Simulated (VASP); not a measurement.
These are vdW-DF-cx, VASP's PBE PAW potentials (set 64) (plane waves; VASP 6.6.1) values and carry that method's errors.

VASP ran on this input.

File KPOINTS:
```
Automatic mesh
0
Gamma
12 12 7
0 0 0
```

POSCAR:
```
Y
1
    1.8203750802    -3.1529823962     0.0000000000
    1.8203750802     3.1529823962     0.0000000000
    0.0000000000     0.0000000000     5.6067794828
Y
2
Direct
  0.3333330000   0.6666670000   0.2500000000
  0.6666670000   0.3333330000   0.7500000000
```

INCAR:
```
SYSTEM = Y
PREC = Accurate
ENCUT = 520
EDIFF = 1E-7
NELM = 100
ALGO = Normal
LREAL = .FALSE.
LASPH = .TRUE.
ISMEAR = 1
SIGMA = 0.1
GGA = CX
LUSE_VDW = .TRUE.
AGGAC = 0.0
LMAXMIX = 4
LWAVE = .FALSE.
LCHARG = .FALSE.
ISIF = 4
IBRION = 2
NSW = 30
EDIFFG = -0.01
```

POTCAR, in this order: Y_sv (PBE.64 set). Program: vasp_std.

The resulting files:

OUTCAR:
```
 ion  position               nearest neighbor table
   1  0.333  0.667  0.250-   2 3.50   2 3.50   2 3.50   2 3.50   2 3.50   2 3.50
   2  0.667  0.333  0.750-   1 3.50   1 3.50   1 3.50   1 3.50   1 3.50   1 3.50
  LATTYP: Found a hexagonal cell.
 ALAT       =     3.6407503929
 C/A-ratio  =     1.5400065585
 Subroutine PRICEL returns:
 Original cell was already a primitive cell.
 Subroutine GETGRP returns: Found 24 space group operations
The static configuration has the point symmetry D_3d.
 The point group associated with its full space group is D_6h.
The dynamic configuration has the point symmetry D_3d.
 Subroutine INISYM returns: Found 24 space group operations
 Subroutine IBZKPT returns following result:
 Found     76 irreducible k-points:

 Following reciprocal coordinates:
            Coordinates               Weight
  0.000000  0.000000  0.000000      1.000000
  0.083333 -0.000000  0.000000      6.000000
  0.166667  0.000000  0.000000      6.000000
  0.250000  0.000000  0.000000      6.000000
  0.333333 -0.000000  0.000000      6.000000
  0.416667  0.000000  0.000000      6.000000
  0.500000  0.000000  0.000000      3.000000
  0.083333  0.083333  0.000000      6.000000
  0.166667  0.083333  0.000000     12.000000
  0.250000  0.083333  0.000000     12.000000
  0.333333  0.083333  0.000000     12.000000
  0.416667  0.083333  0.000000     12.000000
  0.166667  0.166667  0.000000      6.000000
  0.250000  0.166667  0.000000     12.000000
  0.333333  0.166667  0.000000     12.000000
  0.416667  0.166667  0.000000      6.000000
  0.250000  0.250000  0.000000      6.000000
  0.333333  0.250000  0.000000     12.000000
  0.333333  0.333333  0.000000      2.000000
  0.000000  0.000000  0.142857      2.000000
  0.083333 -0.000000  0.142857     12.000000
  0.166667  0.000000  0.142857     12.000000
...
```

**OSZICAR**
```
       N       E                     dE             d eps       ncg     rms          rms(c)
DAV:   1     0.922783568239E+02    0.92278E+02   -0.11652E+04  2280   0.139E+03
DAV:   2    -0.134002740898E+01   -0.93618E+02   -0.92656E+02  2889   0.287E+02
DAV:   3    -0.860302343711E+01   -0.72630E+01   -0.72221E+01  4336   0.482E+01
DAV:   4    -0.875616081275E+01   -0.15314E+00   -0.15312E+00  2569   0.775E+00
DAV:   5    -0.876032676120E+01   -0.41659E-02   -0.41659E-02  3415   0.969E-01    0.339E+01
DAV:   6    -0.842330373754E+01    0.33702E+00   -0.44054E-01  2294   0.478E+00    0.210E+01
DAV:   7    -0.836641888179E+01    0.56885E-01   -0.82745E-01  2790   0.611E+00    0.181E+00
DAV:   8    -0.835630873531E+01    0.10110E-01   -0.17205E-01  2735   0.271E+00    0.118E+00
DAV:   9    -0.835531597256E+01    0.99276E-03   -0.35944E-03  3284   0.437E-01    0.300E-01
DAV:  10    -0.835536980404E+01   -0.53831E-04   -0.17187E-03  2418   0.430E-01    0.324E-01
DAV:  11    -0.835530846263E+01    0.61341E-04   -0.13328E-04  2764   0.114E-01    0.458E-02
DAV:  12    -0.835530556382E+01    0.28988E-05   -0.20552E-05  2828   0.458E-02    0.146E-02
DAV:  13    -0.835530665166E+01   -0.10878E-05   -0.30120E-06  2672   0.181E-02    0.174E-03
DAV:  14    -0.835530676493E+01   -0.11327E-06   -0.11326E-07  2239   0.221E-03    0.230E-03
DAV:  15    -0.835530668363E+01    0.81303E-07   -0.24611E-08  1574   0.143E-03
   1 F= -.83553067E+01 E0= -.83541577E+01  d E =-.835531E+01
       N       E                     dE             d eps       ncg     rms          rms(c)
DAV:   1    -0.835729017851E+01   -0.19834E-02   -0.93048E-02  2280   0.247E+00    0.219E-01
DAV:   2    -0.835620566172E+01    0.10845E-02   -0.27079E-03  2455   0.371E-01    0.122E-01
DAV:   3    -0.835575171324E+01    0.45395E-03   -0.11830E-03  2903   0.257E-01    0.831E-02
DAV:   4    -0.835575633213E+01   -0.46189E-05   -0.35726E-05  2770   0.441E-02    0.277E-02
DAV:   5    -0.835575036398E+01    0.59682E-05   -0.18018E-05  3015   0.320E-02    0.382E-03
DAV:   6    -0.835575038422E+01   -0.20243E-07   -0.62006E-07  2824   0.572E-03
   2 F= -.83557504E+01 E0= -.83546665E+01  d E =-.443701E-03
       N       E                     dE             d eps       ncg     rms          rms(c)
DAV:   1    -0.835686765979E+01   -0.11173E-02   -0.59888E-02  2280   0.198E+00    0.176E-01
DAV:   2    -0.835616635275E+01    0.70131E-03   -0.17460E-03  2469   0.298E-01    0.981E-02
DAV:   3    -0.835587286737E+01    0.29349E-03   -0.76571E-04  2917   0.207E-01    0.671E-02
DAV:   4    -0.835587582602E+01   -0.29586E-05   -0.23082E-05  2763   0.355E-02    0.223E-02
DAV:   5    -0.835587194735E+01    0.38787E-05   -0.11628E-05  3029   0.257E-02    0.305E-03
DAV:   6    -0.835587195699E+01   -0.96384E-08   -0.39636E-07  2530   0.459E-03
   3 F= -.83558720E+01 E0= -.83548561E+01  d E =-.565273E-03
```

File OUTCAR:
```
------------------------ aborting loop because EDIFF is reached ----------------------------------------
  FORCE on cell =-STRESS in cart. coord.  units (eV):
  Direction    XX          YY          ZZ          XY          YZ          ZX
  --------------------------------------------------------------------------------------
  Total       -0.4049447     -0.4049447     -0.3991171      0.0000000      0.0000000      0.0000000
  in kB      -10.0804603    -10.0804620     -9.9353928      0.0000000      0.0000000      0.0000000
  external PRESSURE =     -10.0321050 kB  Pullay stress =       0.0000000 kB
  volume of cell :       64.36
      direct lattice vectors                 reciprocal lattice vectors
     1.815268268 -3.144137127 -0.000000000     0.275441382 -0.159026143  0.000000000
     1.815268268  3.144137127 -0.000000000     0.275441382  0.159026143 -0.000000000
     0.000000000  0.000000000  5.638370473     0.000000000 -0.000000000  0.177356207
 POSITION                                       TOTAL-FORCE (eV/Angst)
 -----------------------------------------------------------------------------------
      1.81527      1.04805      1.40959         0.000000     -0.000000     -0.000000
      1.81527     -1.04805      4.22878        -0.000000      0.000000      0.000000
 -----------------------------------------------------------------------------------
    total drift:                                0.000000      0.000516     -0.000010
  FREE ENERGIE OF THE ION-ELECTRON SYSTEM (eV)
  ---------------------------------------------------
  free  energy   TOTEN  =        -8.3558719570 eV

  energy  without entropy=       -8.3528242500  energy(sigma->0) =       -8.35485605

 reached required accuracy - stopping structural energy minimisation
```
(Selected blocks of OUTCAR.)

File CONTCAR:
```
Y
   1.00000000000000
     1.8152682684322241   -3.1441371272033982   -0.0000000000000000
     1.8152682684322241    3.1441371272033982   -0.0000000000000000
     0.0000000000000000    0.0000000000000000    5.6383704725689183
  Y
     2
Direct
     0.3333330000000032    0.6666669999999968    0.2500000000000000
     0.6666669999999968    0.3333330000000032    0.7500000000000000
```

The compound is Y in the hcp structure. This cell is one point of a volume scan, at 1.03 of the reference volume. Symmetry was kept, so distortions that lower it aren't found.
